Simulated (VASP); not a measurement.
An input for Ansatz (written as the equivalent of a VASP run, and not itself run):

Ansatz 0.2 input:
```yaml
crystal:
  lattice:
    - [2.3180529, 0.0000000, 0.0000000]
    - [0.0000000, 2.3180529, 0.0000000]
    - [0.0000000, 0.0000000, 2.3180529]
  atoms:
    - { symbol: Cr, position: [0.0000000, 0.0000000, 0.0000000], spin: 0.2 }
kpoints:
  mp_grid: { grid: [14, 14, 14] }
hamiltonian:
  xc: r2scan
  pseudopotentials: { kind: paw }
magnetization: { spin_polarized: true }
scf:
  occupations: { method: methfessel_paxton, width: 0.1 }
  max_iter: 100
relax:
  max_steps: 60
  f_tol: 0.01
  cell: {}
output: { forces: true, stress: true, eigenvalues: true }
```

Task: Translate this input to VASP (INCAR, KPOINTS, POSCAR, choice of POTCAR).

Result: One answer among several that fit: 
**KPOINTS**
```
Regular mesh
0
gamma
 14 14 14
```

**POSCAR**
```
Cr
1
    2.3180528534     0.0000000000    -0.0000000000
    0.0000000000     2.3180528534    -0.0000000000
    0.0000000000     0.0000000000     2.3180528534
Cr
1
Direct
  0.0000000000   0.0000000000   0.0000000000
```

**INCAR**
```
ALGO=Normal
EDIFF=1E-6
EDIFFG=-0.01
ENCUT=400
IBRION=2
ISIF=3
ISMEAR=1
ISPIN=2
LASPH=T
LCHARG=F
LMAXMIX=4
LMIXTAU=T
LORBIT=10
LREAL=F
LWAVE=F
MAGMOM=0.2
METAGGA=R2SCAN
NELM=100
NSW=60
PREC=Accurate
SIGMA=0.1
SYSTEM=Cr
```

POTCAR, in this order: Cr_pv (PBE.64 set). Program: vasp_std.

Limits of the translation: each code has its own PAW files, so the cut-off isn't converted (ENCUT is set for VASP's; basis.ecutwfc is left out, and Ansatz then takes the one that its files recommend); Ansatz stops its SCF on the density residual and VASP on the energy change (EDIFF).

The structure was generated: Cr was put into the simple-cubic type (Pm-3m), which need not be its known phase. This run relaxes it. Symmetry was kept, so distortions that lower it aren't found. The start is the result of an earlier pass.
